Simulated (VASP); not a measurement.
OSZICAR of a VASP run on ZrC (rock salt):

OSZICAR:
```
       N       E                     dE             d eps       ncg     rms          rms(c)
DAV:   1     0.861696825364E+02    0.86170E+02   -0.92263E+03  2880   0.138E+03
DAV:   2    -0.460755922320E+02   -0.13225E+03   -0.12466E+03  3304   0.346E+02
DAV:   3    -0.526212782239E+02   -0.65457E+01   -0.64263E+01  4464   0.681E+01
DAV:   4    -0.528891143307E+02   -0.26784E+00   -0.26747E+00  3792   0.125E+01
DAV:   5    -0.528959300345E+02   -0.68157E-02   -0.68162E-02  4268   0.163E+00    0.227E+01
DAV:   6    -0.417931548600E+02    0.11103E+02   -0.11161E+01  3396   0.298E+01    0.848E+00
DAV:   7    -0.428867716573E+02   -0.10936E+01   -0.35437E+00  3768   0.119E+01    0.386E+00
DAV:   8    -0.427315352690E+02    0.15524E+00   -0.36348E-01  3304   0.702E+00    0.205E+00
DAV:   9    -0.427258614187E+02    0.56739E-02   -0.19807E-01  3244   0.478E+00    0.732E-01
DAV:  10    -0.427856954815E+02   -0.59834E-01   -0.14270E-01  3240   0.340E+00    0.293E-01
DAV:  11    -0.427878093116E+02   -0.21138E-02   -0.47410E-02  3640   0.283E+00    0.118E-01
DAV:  12    -0.427888750507E+02   -0.10657E-02   -0.26770E-02  3096   0.230E+00    0.820E-02
DAV:  13    -0.427892766971E+02   -0.40165E-03   -0.20225E-03  3936   0.403E-01    0.840E-02
DAV:  14    -0.427883004353E+02    0.97626E-03   -0.32940E-04  3176   0.253E-01    0.680E-02
DAV:  15    -0.427886241681E+02   -0.32373E-03   -0.18648E-03  3692   0.387E-01    0.916E-02
DAV:  16    -0.427885533963E+02    0.70772E-04   -0.13220E-04  3476   0.128E-01    0.638E-02
DAV:  17    -0.427885566665E+02   -0.32702E-05   -0.20130E-05  3984   0.563E-02    0.415E-02
DAV:  18    -0.427885630998E+02   -0.64333E-05   -0.66995E-06  3824   0.342E-02    0.238E-02
DAV:  19    -0.427885743291E+02   -0.11229E-04   -0.41571E-06  4448   0.206E-02    0.164E-02
DAV:  20    -0.427885765313E+02   -0.22022E-05   -0.24043E-06  3740   0.168E-02    0.690E-03
DAV:  21    -0.427885764741E+02    0.57180E-07   -0.60325E-07  2960   0.120E-02
   1 F= -.42788576E+02 E0= -.42788576E+02  d E =0.000000E+00
       N       E                     dE             ncg
```

Q: Which electronic solver shows in the log?

A: It is blocked Davidson (ALGO = Normal, or the opening steps of other solvers). The INCAR had ALGO = Normal.

Q: Can the final energy be trusted as converged?

A: The run converged. It stopped with EDIFF = 1E-7, NELM = 100 (SCAN meta-GGA, plane waves, VASP's PBE PAW potentials (set 64)).

The compound is ZrC in the rock salt structure. It was relaxed first.
